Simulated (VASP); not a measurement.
# SiNi3: the relaxed cell at several levels of theory, part 3 of 3

How much does the relaxed cell of SiNi3 depend on the functional? The starting structure is a cell with measured lattice constants from the literature and the atomic positions of a computed structure of the Materials Project. The first relaxation on each setting starts from this cell expanded by 3 % in volume.

VASP 6.6.1.

Results so far: PBEsol 10.36 Å³ an atom; LDA 10.08 Å³ an atom; PBE 10.77 Å³ an atom; PBEsol + D3(BJ) 10.06 Å³ an atom; r2SCAN 10.40 Å³ an atom; r2SCAN + rVV10 10.34 Å³ an atom.

## (8) Relaxation with vdW-DF-cx (continued)

Level of this step: vdW-DF-cx, spin-polarised from a ferromagnetic start; plane waves and PAW (Ni, Si) (VASP).

Parts of OUTCAR (step 8):

```text
  Total       -0.0103304     -0.0103304     -0.0103304      0.0000000     -0.0000000      0.0000000
  in kB       -0.3953954     -0.3953954     -0.3953954      0.0000000     -0.0000000      0.0000000
  external PRESSURE =      -0.3953954 kB  Pullay stress =       0.0000000 kB

 POSITION                                       TOTAL-FORCE (eV/Angst)
 -----------------------------------------------------------------------------------
      1.73608      0.00000      1.73608         0.000000      0.000000      0.000000
      1.73608      1.73608      0.00000         0.000000      0.000000      0.000000
      0.00000      1.73608      1.73608         0.000000      0.000000      0.000000
      0.00000      0.00000      0.00000         0.000000      0.000000      0.000000
 -----------------------------------------------------------------------------------
    total drift:                                0.000000     -0.000000     -0.000000

  FREE ENERGIE OF THE ION-ELECTRON SYSTEM (eV)
  ---------------------------------------------------
  free  energy   TOTEN  =       -15.4802093904 eV

  energy  without entropy=      -15.4816257980  energy(sigma->0) =      -15.48068153

[... 3 parts as in an earlier step ...]

[... 2 further parts left out ...]
[key lines of the parts left out:]
E-fermi :  10.9526
```

With vdW-DF-cx the relaxed cell holds 10.465 Å³ an atom, -3.18 % against the measured cell, with a = 3.472 Å. That is +0.98 % from PBEsol.

## (9) Relaxation with AM05

AM05 is built from the electron gas and the surface model, and does well on lattice constants. This run starts from the cell of an earlier relaxation, which isn't shown; the restart sets up the plane waves anew.

The input, INCAR:

```
SYSTEM = SiNi3
PREC = Accurate
ENCUT = 450
EDIFF = 1E-06
NELM = 100
ISMEAR = 1
SIGMA = 0.15
LREAL = .FALSE.
ALGO = Normal
GGA = AM
NBANDS = 27
ISPIN = 2
MAGMOM = 1 1 1 0
LASPH = .TRUE.
LMAXMIX = 4
LORBIT = 11
LWAVE = .FALSE.
LCHARG = .FALSE.
KPAR = 8
IBRION = 2
NSW = 50
ISIF = 3
EDIFFG = -0.006
```

The input, POSCAR:

```
SiNi3
1.0
    3.4551947399      0.0000000000      0.0000000000
    0.0000000000      3.4551947399      0.0000000000
    0.0000000000      0.0000000000      3.4551947399
Ni Si
3 1
Direct
    0.5000000000      0.0000000000      0.5000000000
    0.5000000000      0.5000000000      0.0000000000
    0.0000000000      0.5000000000      0.5000000000
    0.0000000000      0.0000000000      0.0000000000
```

The input, KPOINTS:

```
Automatic mesh
0
Gamma
10 10 10
0 0 0
```

PAW data sets: Ni and Si (PBE family, release 64).

Started as:

```bash
mpirun -np 8 vasp_std
```

What it wrote:

```text
[... set-up lines as in an earlier step ...]
 entering main loop
       N       E                     dE             d eps       ncg     rms          rms(c)
DAV:   1     0.188036704836E+03    0.18804E+03   -0.13491E+04  6264   0.150E+03
DAV:   2    -0.182961953852E+02   -0.20633E+03   -0.19250E+03  6057   0.296E+02
DAV:   3    -0.292968592470E+02   -0.11001E+02   -0.10509E+02  6744   0.871E+01
DAV:   4    -0.294846242779E+02   -0.18777E+00   -0.18736E+00  6779   0.108E+01
[...]
DAV:  13    -0.255388297038E+02    0.33896E-05   -0.87310E-06  6762   0.332E-02    0.146E-02
DAV:  14    -0.255388283433E+02    0.13605E-05   -0.12510E-06  5802   0.107E-02    0.764E-03
DAV:  15    -0.255388282328E+02    0.11051E-06   -0.52023E-07  3354   0.785E-03
   1 F= -.25538828E+02 E0= -.25539302E+02  d E =-.255388E+02  mag=     0.0001
[...]
reached required accuracy - stopping structural energy minimisation
```

The job ended after 7 s (8 MPI ranks of Intel Xeon 6975P-C (Granite Rapids), shared host; peak memory 1.5 GiB; 49 s of CPU time).

OUTCAR, selected parts (step 9):

```text
  Total       -0.0044999     -0.0044999     -0.0044999      0.0000000      0.0000000     -0.0000000
  in kB       -0.1747827     -0.1747827     -0.1747827      0.0000000      0.0000000     -0.0000000
  external PRESSURE =      -0.1747827 kB  Pullay stress =       0.0000000 kB

 POSITION                                       TOTAL-FORCE (eV/Angst)
 -----------------------------------------------------------------------------------
      1.72760      0.00000      1.72760         0.000000      0.000000      0.000000
      1.72760      1.72760      0.00000         0.000000      0.000000      0.000000
      0.00000      1.72760      1.72760         0.000000      0.000000      0.000000
      0.00000      0.00000      0.00000         0.000000      0.000000      0.000000
 -----------------------------------------------------------------------------------
    total drift:                                0.000000     -0.000000     -0.000000

  FREE ENERGIE OF THE ION-ELECTRON SYSTEM (eV)
  ---------------------------------------------------
  free  energy   TOTEN  =       -25.5388282328 eV

  energy  without entropy=      -25.5402490978  energy(sigma->0) =      -25.53930185

[... 3 parts as in an earlier step ...]

[... 2 further parts left out ...]
[key lines of the parts left out:]
E-fermi :  11.1522
```

With AM05 the relaxed cell holds 10.312 Å³ an atom, -4.60 % against the measured cell, with a = 3.455 Å. That is -0.49 % from PBEsol.

## (10) The runs compared

```csv
level,volume (Å³/atom),against the measured cell (%),a (Å),pressure left (GPa),core minutes
PBEsol,10.363,-4.13,3.4608,0.01,4.69
LDA,10.078,-6.77,3.4288,-0.01,4.72
PBE,10.767,-0.38,3.5053,-0.01,4.72
PBEsol + D3(BJ),10.064,-6.89,3.4273,-0.05,6.43
r2SCAN,10.403,-3.76,3.4653,-0.01,13.3
r2SCAN + rVV10,10.336,-4.37,3.4579,-0.02,24.8
vdW-DF-cx,10.465,-3.18,3.4722,-0.04,15.2
AM05,10.312,-4.6,3.4552,-0.02,4.93
```

Core minutes are wall time times ranks, summed over the relaxations behind a row (those for a bulk modulus apart), on shared hosts.

## (11) Results

```json
{
  "volume, PBEsol": "10.36 Å³/atom",
  "volume, LDA": "10.08 Å³/atom",
  "volume, PBE": "10.77 Å³/atom",
  "volume, PBEsol + D3(BJ)": "10.06 Å³/atom",
  "volume, r2SCAN": "10.40 Å³/atom",
  "volume, r2SCAN + rVV10": "10.34 Å³/atom",
  "volume, vdW-DF-cx": "10.46 Å³/atom",
  "volume, AM05": "10.31 Å³/atom"
}
```

In words: Across 8 levels the volume of SiNi3 spans 7.0 %, from 10.06 Å³ an atom (PBEsol + D3(BJ)) to 10.77 Å³ (PBE). Against the measured volume of the starting structure, PBE comes nearest (-0.4 %) and PBEsol + D3(BJ) lies farthest (-6.9 %). The measured cell holds zero-point expansion and, unless it was taken cold, thermal expansion, which the runs lack, so small differences decide nothing. Adding D3(BJ) to PBEsol changes the volume by -2.9 %. Adding rVV10 to r2SCAN changes the volume by -0.6 %. All runs keep the symmetry of the start, so they can't find a distortion of lower symmetry. Further runs on this material are not shown.

[Lines on the potential files, build, host, timing and source positions are cut from VASP's logs without a mark.]

[Logs are printed without paths, hosts, clocks, repeated set-up lines and the standing remarks that a program may print on its own settings, such as how far it seeks lower states.]

[Hosts, paths, dates, database ids (printed as entryN), source tags and the programs' standing remarks are cut or masked in the printed files.]
